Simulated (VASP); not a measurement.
Consider the following.

```
CELL_PARAMETERS angstrom
      3.48863     0.00000     0.00000
      0.00000     3.48863     0.00000
      0.00000     0.00000     3.48863
ATOMIC_POSITIONS crystal
  Si 0.00000 0.00000 0.00000
  Ni 0.00000 0.50000 0.50000
  Ni 0.50000 0.00000 0.50000
  Ni 0.50000 0.50000 0.00000
```

Calculation: rev-vdW-DF2, VASP's PBE PAW potentials (set 64) (plane waves; VASP). Settings: 520 eV cut-off, 9×9×9 Γ-centred mesh, first-order Methfessel-Paxton smearing of 0.10 eV, potentials Si Ni.

**Question.** What does the run give for the energy per atom (σ→0), band gap (on the k-mesh) with the smallest direct gap where there is one?

**Answer.** 
| Property | Value |
|---|---|
| band gap (on the k-mesh) | none (metal, semimetal or under 0.01 eV) |
| energy per atom (σ→0) | -3.930 eV/atom |

Only differences to runs with the same potentials and settings are physical.

The compound is Ni3Si in the L1_2 structure. It was relaxed first. The run is not spin-polarised, so no magnetic state was tried.
